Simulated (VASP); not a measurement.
Write the native input for VASP 6.6.1 that does the following.

| Item | Value |
| --- | --- |
| Task | single point |
| Functional | HSE(alpha, omega) |
| Potentials or basis | VASP PAW PBE potentials, release 64 (Pt, F) |
| Cutoff | 520 eV |
| k mesh | 4 × 4 × 4 |
| Occupations | fermi-dirac, width 0.05 eV |
| Spin | no spin polarisation |
| Screening parameter | 0.3 |
| Grid for exact exchange (PRECFOCK) | Fast |
| Further INCAR settings | ALGO = Normal; EDIFF = 1e-07; NBANDS = 20 |

Crystal: Pt2F.

```
Pt F
1.0
     0.00000    2.85243    2.85243
     2.85243    0.00000    2.85243
     2.85243    2.85243    0.00000
Pt F
2 1
Direct
  0.25000 0.25000 0.25000
  0.75000 0.75000 0.75000
  0.00000 0.00000 0.00000
```

The cell was built by a generator and needn't be a form met in nature.

These files were run (other wordings do the same):

POSCAR

```
Pt2F
1.0
    0.0000000000      2.8524300000      2.8524300000
    2.8524300000      0.0000000000      2.8524300000
    2.8524300000      2.8524300000      0.0000000000
Pt F
2 1
Direct
    0.2500000000      0.2500000000      0.2500000000
    0.7500000000      0.7500000000      0.7500000000
    0.0000000000      0.0000000000      0.0000000000
```

INCAR.step1

```
  PREC = Accurate
  ENCUT = 520
  EDIFF = 1E-5
  ISMEAR = -1
  SIGMA = 0.05
  LREAL = F
  LASPH = T
  NELM = 60
  ALGO = Normal
  ISIF = 2
  LWAVE = T
  LCHARG = F
  NBANDS = 20
  GGA = PE
```

INCAR.step2

```
  PREC = Accurate
  ENCUT = 520
  EDIFF = 1E-7
  ISMEAR = -1
  SIGMA = 0.05
  LREAL = F
  LASPH = T
  NELM = 60
  ALGO = Normal
  ISIF = 2
  LWAVE = F
  LCHARG = F
  GGA = PE
  LHFCALC = T
  HFSCREEN = 0.3
  AEXX = 0.25
  PRECFOCK = Fast
  NBANDS = 20
  ISTART = 1
```

KPOINTS

```
regular mesh
0
Gamma
  4 4 4
```

Potentials or basis: VASP PAW PBE potentials, release 64 (Pt, F).

Launch:

```sh
$ cat potpaw_PBE.64/Pt/POTCAR potpaw_PBE.64/F/POTCAR > POTCAR
$ cp INCAR.step1 INCAR
$ mpirun -np 1 vasp_std > vasp.out
$ cp INCAR.step2 INCAR
$ mpirun -np 1 vasp_std > vasp.out
```

Results of the run:

| Item | Value |
| --- | --- |
| Pressure | -2.7 GPa |
| Band gap on the k mesh | none (metal or under the smearing width) |

Caveat: the k mesh is coarse (spacing up to 0.48 Å⁻¹), so the values aren't converged, least of all with exact exchange; the PAW data sets were made with another functional, which shifts forces and pressure a little; an odd number of electrons without spin polarisation forces a metal; a magnetic or distorted state may lie lower.

Run time: 8 min on 1 thread of Intel(R) Xeon(R) Platinum 8488C (Sapphire Rapids) (shared host), peak memory 0.27 GiB.
